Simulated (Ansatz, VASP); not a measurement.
## One calculation of Ta2NbO2, two programs

```
CELL_PARAMETERS angstrom
-1.83887 1.83887 4.71608
1.83887 -1.83887 4.71608
1.83887 1.83887 -4.71608
ATOMIC_POSITIONS crystal
Ta 0.60710 0.60710 0.00000
Ta 0.39290 0.39290 0.00000
Nb 0.00000 0.00000 0.00000
O 0.75000 0.25000 0.50000
O 0.25000 0.75000 0.50000
```

Change from the starting cell: species swapped into the GdSi2Ag2 type (I4/mmm, No. 139).

Alike in both runs: task single point; functional PBE; k mesh 6 × 6 × 6; occupations gaussian, width 0.1 eV; no spin polarisation.

|  | VASP | Ansatz |
| --- | --- | --- |
| version | VASP 6.6.1 | Ansatz 0.2.0 |
| potentials or method | VASP PAW PBE potentials, release 64 (Ta_pv, Nb_sv, O) | scalar-relativistic, plane waves, PAW |
| plane-wave cutoff (eV) | 520 | 420 |
| valence electrons in the cell | 47 | 51 |

```tsv
	VASP	Ansatz	Ansatz less VASP
gap on the k mesh at the Fermi level (eV)	none	none	-
rms of the force components (eV/Å)	6.208	6.120	-0.0878
```

Atom by atom the forces differ by 0.088 eV/Å (rms over components). A gap of «none» marks a metal or a gap that the smearing closes. The two sets of potentials don't hold the same shells in valence.

Caveats: the k mesh is coarse (spacing up to 0.40 Å⁻¹), so the values aren't converged; an odd number of electrons without spin polarisation forces a metal; a magnetic or distorted state may lie lower. Spin-orbit coupling is left out, which matters for the levels of Ta.
